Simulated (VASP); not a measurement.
Method: PBE GGA, VASP's PBE PAW potentials (set 64) (plane waves; VASP).

VASP ran on this input.

### POSCAR
```
CsPbBr3
1
    6.0051781491    -0.0000000000    -0.0000000000
   -0.0000000000     6.0051781491    -0.0000000000
    0.0000000000    -0.0000000000     6.0051781491
Cs Pb Br
1 1 3
Direct
  0.0000000000   0.0000000000   0.0000000000
  0.5000000000   0.5000000000   0.5000000000
  0.5000000000   0.0000000000   0.5000000000
  0.0000000000   0.5000000000   0.5000000000
  0.5000000000   0.5000000000   0.0000000000
```

INCAR:
```
PREC  =  Accurate
SYSTEM  =  CsPbBr3
EDIFF  =  1E-7   # SCF stop (eV)
ALGO  =  Normal   # blocked Davidson
LWAVE  =  .FALSE.
SIGMA  =  0.01
ISMEAR  =  0   # Gaussian
ENCUT  =  400   # plane-wave cut-off (eV)
GGA  =  PE
NELM  =  100
LASPH  =  .TRUE.   # aspherical one-centre terms
LREAL  =  .FALSE.   # projection in real space or not
NBANDS  =  78
LOPTICS  =  .TRUE.
LMAXMIX  =  4   # l cut-off of mixed one-centre charges
NEDOS  =  1001   # DOS grid
LCHARG  =  .FALSE.
CSHIFT  =  0.1
```

**KPOINTS**
```
Regular mesh
0
Gamma
7 7 7
0 0 0
```

POTCAR, in this order: Cs_sv Pb_d Br (PBE.64 set). Program: vasp_std.

Task: What does the run give for the energy per atom (σ→0)?

Result: 
| Item | Value |
|---|---|
| energy per atom (σ→0) | -3.180 eV/atom |

File OSZICAR:
```
...
DAV:  10    -0.158988213084E+02   -0.38088E-03   -0.11571E-03  3530   0.698E-02    0.347E-02
DAV:  11    -0.158988599905E+02   -0.38682E-04   -0.69885E-05  3832   0.221E-02    0.213E-02
DAV:  12    -0.158988600527E+02   -0.62226E-07   -0.52333E-06  3752   0.841E-03    0.730E-03
DAV:  13    -0.158988602676E+02   -0.21487E-06   -0.12281E-06  3720   0.306E-03    0.138E-03
DAV:  14    -0.158988605720E+02   -0.30443E-06   -0.12039E-07  3762   0.886E-04    0.422E-04
DAV:  15    -0.158988605875E+02   -0.15455E-07   -0.10995E-08  2688   0.251E-04
   1 F= -.15898861E+02 E0= -.15898861E+02  d E =-.235815E-22
 imaginary and real dielectric function
```

The compound is CsPbBr3 in the cubic perovskite structure, the ideal cubic form; the compound distorts at low or room temperature. It was relaxed first, which changed the volume by +7 %.
